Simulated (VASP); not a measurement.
Level of theory: PBE GGA, VASP's PBE PAW potentials (set 64) (plane waves; VASP).

A VASP calculation is set up with these files.

INCAR:
```
! general
SYSTEM =Tm
PREC   =Accurate
ENCUT  =400
LREAL  =.FALSE.   ! projection in real space or not
LASPH  =.TRUE.   ! aspherical one-centre terms

! electronic loop
EDIFF  =1E-6   ! SCF stop (eV)
NELM   =100   ! most electronic steps
ALGO   =Normal
LMAXMIX=6   ! l cut-off of mixed one-centre charges

! smearing
ISMEAR =1
SIGMA  =0.1   ! width (eV)

! functional
GGA    =PE

! ions
ISIF   =2   ! forces and stress, cell fixed

! output
LWAVE  =.FALSE.
LCHARG =.FALSE.
```

POSCAR:
```
Tm
1
    1.7841230000    -3.1452920000     0.0000000000
    1.7841230000     3.1452920000     0.0000000000
    0.0000000000     0.0000000000     5.4315560000
Tm
2
Direct
  0.3333330000   0.6666670000   0.2500000000
  0.6920190000   0.3586850000   0.7500000000
```

**KPOINTS**
```
K-points
0
Monkhorst Pack
7 7 4
0 0 0
```

POTCAR, in this order: Tm_3 (PBE.64 set). Program: vasp_std.

The resulting files:

**OSZICAR**
```
       N       E                     dE             d eps       ncg     rms          rms(c)
DAV:   1     0.523294698763E+02    0.52329E+02   -0.74859E+03  1308   0.109E+03
DAV:   2    -0.522256728590E+01   -0.57552E+02   -0.56400E+02  1401   0.343E+02
DAV:   3    -0.881978279219E+01   -0.35972E+01   -0.33790E+01  2145   0.539E+01
DAV:   4    -0.890937585714E+01   -0.89593E-01   -0.86154E-01  2068   0.700E+00
DAV:   5    -0.891060558750E+01   -0.12297E-02   -0.12225E-02  1827   0.717E-01    0.237E+01
DAV:   6    -0.890517431088E+01    0.54313E-02   -0.33840E-02  2078   0.219E+00    0.141E+01
DAV:   7    -0.891810082964E+01   -0.12927E-01   -0.59244E-02  1992   0.282E+00    0.376E-01
DAV:   8    -0.891784809354E+01    0.25274E-03   -0.34005E-03  1715   0.522E-01    0.908E-02
DAV:   9    -0.891786574319E+01   -0.17650E-04   -0.26256E-04  2147   0.172E-01    0.313E-02
DAV:  10    -0.891785826348E+01    0.74797E-05   -0.29460E-05  1900   0.491E-02    0.381E-02
DAV:  11    -0.891785897229E+01   -0.70880E-06   -0.29162E-06  1500   0.171E-02
   1 F= -.89178590E+01 E0= -.89174367E+01  d E =-.126688E-02
```

File OUTCAR:
```
------------------------ aborting loop because EDIFF is reached ----------------------------------------
  FORCE on cell =-STRESS in cart. coord.  units (eV):
  Direction    XX          YY          ZZ          XY          YZ          ZX
  --------------------------------------------------------------------------------------
  Total       -0.1425015     -0.5826251      0.6212451     -0.1738873      0.0000000      0.0000000
  in kB       -3.7453280    -15.3129824     16.3280211     -4.5702331      0.0000000      0.0000000
  external PRESSURE =      -0.9100964 kB  Pullay stress =       0.0000000 kB
  volume of cell :       60.96
      direct lattice vectors                 reciprocal lattice vectors
     1.784123000 -3.145292000  0.000000000     0.280249736 -0.158967752  0.000000000
     1.784123000  3.145292000  0.000000000     0.280249736  0.158967752  0.000000000
     0.000000000  0.000000000  5.431556000     0.000000000  0.000000000  0.184109305
 POSITION                                       TOTAL-FORCE (eV/Angst)
 -----------------------------------------------------------------------------------
      1.78412      1.04843      1.35789         0.140211     -0.033921      0.000000
      1.87459     -1.04843      4.07367        -0.140211      0.033921      0.000000
 -----------------------------------------------------------------------------------
    total drift:                                0.000003     -0.000000      0.000000
  FREE ENERGIE OF THE ION-ELECTRON SYSTEM (eV)
  ---------------------------------------------------
  free  energy   TOTEN  =        -8.9178589723 eV

  energy  without entropy=       -8.9165920876  energy(sigma->0) =       -8.91743668
```
(Selected blocks of OUTCAR.)

The 4f electrons are frozen in the core of the lanthanide potential, so 4f levels, which can set the real gap, and their magnetism are missing.

The compound is Tm in the hcp structure. The cell was not relaxed at this level, atoms are displaced from their ideal sites. The run is one of a series of settings (KPOINTS 7×7×4 Monkhorst-Pack mesh against the base run), some of them coarse on purpose.
